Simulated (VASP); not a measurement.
An input for Ansatz (written as the equivalent of a VASP run, and not itself run):

Ansatz 0.2 input:
```yaml
crystal:
  lattice:
    - [0.0000000, 2.0051913, 2.0051913]
    - [2.0051913, 0.0000000, 2.0051913]
    - [2.0051913, 2.0051913, 0.0000000]
  atoms:
    - { symbol: Pt, position: [0.0000000, 0.0000000, 0.0000000] }
kpoints:
  mp_grid: { grid: [16, 16, 16] }
hamiltonian:
  xc: r2scan
  dispersion: rvv10
  pseudopotentials: { kind: paw }
scf:
  occupations: { method: methfessel_paxton, width: 0.1 }
  max_iter: 100
output: { forces: true, stress: true, eigenvalues: true }
```

Question: Write the VASP files for the same calculation (r2SCAN+rVV10).

Answer: One answer among several that fit: 
File POSCAR:
```
Pt
1
    0.0000000000     2.0051912733     2.0051912733
    2.0051912733     0.0000000000     2.0051912733
    2.0051912733     2.0051912733     0.0000000000
Pt
1
Direct
  0.0000000000   0.0000000000   0.0000000000
```

**KPOINTS**
```
Automatic mesh
0
Gamma
 16 16 16
0 0 0
```

**INCAR**
```
# general
SYSTEM   = Pt
PREC     = Accurate
ENCUT    = 520   # plane-wave cut-off (eV)
LREAL    = F   # projection in real space or not
LASPH    = T   # aspherical one-centre terms

# electronic loop
EDIFF    = 1E-7
NELM     = 100   # most electronic steps
ALGO     = Normal   # blocked Davidson
LMAXMIX  = 6   # l cut-off of mixed one-centre charges
LMIXTAU  = T

# smearing
ISMEAR   = 1   # Methfessel-Paxton
SIGMA    = 0.1

# functional
METAGGA  = R2SCAN
LUSE_VDW = T
BPARAM   = 11.95
CPARAM   = 0.0093

# ions
ISIF     = 2

# output
LWAVE    = F
LCHARG   = F
```

POTCAR, in this order: Pt (PBE.64 set). Program: vasp_std.

What does not carry over: each code has its own PAW files, so the cut-off isn't converted (ENCUT is set for VASP's; basis.ecutwfc is left out, and Ansatz then takes the one that its files recommend); Ansatz stops its SCF on the density residual and VASP on the energy change (EDIFF).

The compound is Pt in the fcc structure. This cell is one point of a volume scan, at 1.06 of the reference volume.
